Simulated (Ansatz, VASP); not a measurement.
# WSe2: VASP beside Ansatz, part 2 of 2

Aim: how closely do two programs agree when they are given the same cell, functional and k mesh?  The cell is taken from a series of runs on this material, whose earlier steps may have relaxed or scaled it; both programs get it as it stands.

VASP 6.6.1 and Ansatz 0.2.0.

So far. Step 3 (Ansatz: single point, PBEsol): The run ends at a pressure of -1.24 GPa, with forces up to 0.13 eV/Å.

## (6) VASP: single point, PBEsol, spin-orbit coupling

Level of this step: PBEsol, spin-orbit coupling, no spin polarisation; plane waves and PAW (W, Se) (VASP).

A single point gives forces, pressure and levels at one fixed geometry, so differences don't come from the geometry; what else differs is listed under the comparison.

INCAR reads:

```
SYSTEM = WSe2
PREC = Accurate
ENCUT = 400
EDIFF = 1E-06
NELM = 100
ISMEAR = 0
SIGMA = 0.01
LREAL = .FALSE.
ALGO = Normal
GGA = PS
LNONCOLLINEAR = .TRUE.
MAGMOM = 0 0 0 0 0 0 0 0 0 0 0 0 0 0 0 0 0 0
NBANDS = 48
GGA_COMPAT = .FALSE.
LASPH = .TRUE.
LSORBIT = .TRUE.
LMAXMIX = 4
LORBIT = 11
LWAVE = .FALSE.
LCHARG = .FALSE.
KPAR = 2
ISIF = 2
```

POSCAR reads:

```
WSe2
1.0
    3.2900000000      0.0000000000      0.0000000000
   -1.6450000000      2.8492235785      0.0000000000
    0.0000000000      0.0000000000     12.9700000000
W Se
2 4
Direct
    0.3333333333      0.6666666667      0.2500000000
    0.6666666667      0.3333333333      0.7500000000
    0.3333333333      0.6666666667      0.6210000000
    0.6666666667      0.3333333333      0.1210000000
    0.3333333333      0.6666666667      0.8790000000
    0.6666666667      0.3333333333      0.3790000000
```

KPOINTS reads:

```
Automatic mesh
0
Gamma
8 8 2
0 0 0
```

The projector-augmented-wave data sets are W and Se (PBE family, release 64).

Command:

```console
$ mpirun -np 2 vasp_ncl
```

Numbers of over 12 decimals in the logs are rounded to 6 here.

The log of the run:

```text
[banner, memory and clock lines left out]
running    2 mpi-ranks, on    1 nodes
[...]
[... a notice as in an earlier step ...]

 LDA part: xc-table for (Slater+PW92), standard interpolation
 POSCAR, INCAR and KPOINTS ok, starting setup
[...]
entering main loop
       N       E                     dE             d eps       ncg     rms          rms(c)
DAV:   1     0.156945432208E+03    0.15695E+03   -0.13235E+04  1920   0.106E+03
DAV:   2    -0.345484103374E+02   -0.19149E+03   -0.18290E+03  2528   0.242E+02
DAV:   3    -0.486852224281E+02   -0.14137E+02   -0.13957E+02  2360   0.666E+01
DAV:   4    -0.490940356329E+02   -0.40881E+00   -0.40647E+00  2800   0.113E+01
[...]
DAV:  12    -0.470750757662E+02    0.88660E-05   -0.20942E-04  2448   0.759E-02    0.728E-02
DAV:  13    -0.470750833089E+02   -0.75428E-05   -0.19201E-05  2552   0.236E-02    0.446E-02
DAV:  14    -0.470750842542E+02   -0.94528E-06   -0.26278E-06  2184   0.888E-03
   1 F= -.47075084E+02 E0= -.47075084E+02  d E =-.535060E-43  mag=    -0.0000     0.0000     0.0000
```

From OUTCAR (step 6):

```text
  Total       -1.4494055     -1.4494055     -0.5524988      0.0000000      0.0000000     -0.0000000
  in kB      -19.1002080    -19.1002080     -7.2808067      0.0000000      0.0000000     -0.0000000
  external PRESSURE =     -15.1604075 kB  Pullay stress =       0.0000000 kB

 POSITION                                       TOTAL-FORCE (eV/Angst)
 -----------------------------------------------------------------------------------
     -0.00000      1.89948      3.24250        -0.000000     -0.000000     -0.000000
      1.64500      0.94974      9.72750        -0.000000     -0.000000     -0.000000
     -0.00000      1.89948      8.05437         0.000000      0.000000      0.142488
      1.64500      0.94974      1.56937        -0.000000      0.000000      0.142488
     -0.00000      1.89948     11.40063         0.000000      0.000000     -0.142488
      1.64500      0.94974      4.91563        -0.000000     -0.000000     -0.142488
 -----------------------------------------------------------------------------------
    total drift:                               -0.000000      0.000000     -0.000000

  FREE ENERGIE OF THE ION-ELECTRON SYSTEM (eV)
  ---------------------------------------------------
  free  energy   TOTEN  =       -47.0750842542 eV

  energy  without entropy=      -47.0750842542  energy(sigma->0) =      -47.07508425

 magnetization (x)
# of ion       s       p       d       tot
------------------------------------------
    1        0.000  -0.000  -0.000  -0.000
    2        0.000   0.000  -0.000  -0.000
    3        0.000   0.000  -0.000   0.000
    4        0.000  -0.000   0.000  -0.000
    5        0.000  -0.000   0.000  -0.000
    6        0.000   0.000  -0.000   0.000
--------------------------------------------------
tot          0.000  -0.000  -0.000  -0.000

 magnetization (y)
# of ion       s       p       d       tot
------------------------------------------
    1        0.000  -0.000  -0.000  -0.000
    2        0.000   0.000   0.000   0.000
    3        0.000   0.000   0.000   0.000
    4        0.000   0.000   0.000   0.000
    5        0.000   0.000   0.000   0.000
    6        0.000   0.000  -0.000   0.000
--------------------------------------------------
tot          0.000  -0.000   0.000   0.000

 magnetization (z)
# of ion       s       p       d       tot
------------------------------------------
    1        0.000   0.000   0.000   0.000
    2        0.000   0.000   0.000   0.000
    3        0.000   0.000   0.000   0.000
    4        0.000   0.000   0.000   0.000
    5        0.000   0.000   0.000   0.000
    6        0.000   0.000   0.000   0.000
--------------------------------------------------
tot          0.000   0.000   0.000   0.000

[... 1 part as in an earlier step ...]

[... 2 further parts left out ...]
[key lines of the parts left out:]
E-fermi :   5.3178
```

The run ends at a pressure of -1.52 GPa, with forces up to 0.14 eV/Å.

## (7) Ansatz: single point, PBEsol, spin-orbit coupling

The same cell, functional and mesh now go to Ansatz, which takes its cutoff from its data sets.

The cell is taken from a series of runs on this material, whose earlier steps may have relaxed or scaled it; both programs get it as it stands.

input.yaml reads:

```yaml
crystal:
  lattice:
    - [3.29, 0.0, 0.0]
    - [-1.645, 2.8492235785, 0.0]
    - [0.0, 0.0, 12.97]
  atoms:
    - { symbol: W, position: [0.3333333333, 0.6666666667, 0.25] }
    - { symbol: W, position: [0.6666666667, 0.3333333333, 0.75] }
    - { symbol: Se, position: [0.3333333333, 0.6666666667, 0.621] }
    - { symbol: Se, position: [0.6666666667, 0.3333333333, 0.121] }
    - { symbol: Se, position: [0.3333333333, 0.6666666667, 0.879] }
    - { symbol: Se, position: [0.6666666667, 0.3333333333, 0.379] }
kpoints:
  mp_grid: { grid: [8, 8, 2] }
  band_path:
    path:
      - [[0.0, 0.0, 0.0], [0.5, 0.0, 0.0], [0.33333333, 0.33333333, 0.0], [0.0, 0.0, 0.0], [0.0, 0.0, 0.5], [0.5, 0.0, 0.5], [0.33333333, 0.33333333, 0.5], [0.0, 0.0, 0.5]]
      - [[0.5, 0.0, 0.5], [0.5, 0.0, 0.0]]
      - [[0.33333333, 0.33333333, 0.0], [0.33333333, 0.33333333, 0.5]]
    npoints: 6
scf:
  occupations: { method: fixed }
  n_extra_bands: 20
hamiltonian:
  xc: pbesol
  pseudopotentials: { kind: paw_fr }
magnetization:
  noncollinear: true
  spin_orbit: true
output:
  optics:
    e_range: [0, 14]
    de: 0.025
    sigma: 0.1
    nscf_kmesh: { grid: [9, 9, 2] }
    kdotp_interpolation: "on"
    bands: { spectra_wanted_up_to: 14 }
  write_bands: true
```

Command:

```console
$ ansatz run input.yaml --threads 4 --pin off --max-ram 8192MiB --backend cpu --events-out ev --progress --plain --runs-dir out
```

The log of the run:

```text
[...]
non-collinear run that drives no moment, with spin-orbit: no starting moment large enough to seed its density (crystal.atoms[].spin), no starting occupations that ask for one, no magnetisation constraint and no magnetic field, so the semilocal B_xc is pinned to zero
Crystal: 6 atoms, lattice volume = 121.580 Å³
Basis set: ecut = 420 eV, 2419 PW (Γ)
[...]
k-point 0: bands = [... 88 lower, 11.8023, 11.8023, 12.8785, 12.8785, 15.2817, 15.2817, 15.3354, 15.3354, ... 16 higher]
  k-point 1: bands = [... 88 lower, 12.6543, 12.6543, 12.6543, 12.6543, 15.2997, 15.2997, 15.2997, 15.2997, ... 16 higher]
  k-point 2: bands = [... 88 lower, 11.9492, 11.9492, 12.4742, 12.4742, 14.7955, 14.7955, 15.0464, 15.0464, ... 16 higher]
  k-point 19: bands = [... 88 lower, 12.1211, 12.1211, 12.5214, 12.5214, 14.2767, 14.2767, 14.3773, 14.3773, ... 16 higher]
[key lines of the parts left out:]
SCF converged after 13 iterations
Magnetization: |M| = 0.0000 μB,  M = (+0.0000, +0.0000, +0.0000) μB
Free energy (F): -42262.376548 eV
Fermi energy:    12.878524 eV
```

## (8) Side by side

What differs besides the data sets and the points named for the pairs above, as far as they apply: spin-orbit coupling enters by fully relativistic files in Ansatz and inside the spheres in VASP; fixed occupations in Ansatz, narrow Gaussian smearing in VASP; the data sets hold 92 valence electrons in Ansatz (fully relativistic PAW (standard-fr) files) and 36 in VASP. Total energies have different zeros and are not compared.

The two programs side by side:

```tsv
quantity	Ansatz	VASP	difference
gap on the k mesh (eV)	0.972	0.973	-0.001
```

## (9) Outcome

| Property | Result |
| --- | --- |
| r.m.s. force difference (single point, PBEsol) | 7.6 meV/Å |
| difference in gap on the k mesh (single point, PBEsol, spin-orbit coupling) | -0.0012 eV |

**Reading.** The r.m.s. force difference is 7.6 meV/Å (single point, PBEsol), within the 12 meV/Å picked in this series as the mark of a large difference. For single point, PBEsol: no further run halves the r.m.s. force difference (one raises it to 15 meV/Å). Differences of this kind measure data sets and numerical settings, not the functional's error against experiment.

[Lines on the potential files, build, host, timing and source positions are cut from VASP's logs without a mark.]

[Logs are printed without paths, hosts, clocks, repeated set-up lines and the standing remarks that a program may print on its own settings, such as how far it seeks lower states.]

[Hosts, paths, dates, database ids (printed as entryN), source tags and the programs' standing remarks are cut or masked in the printed files.]
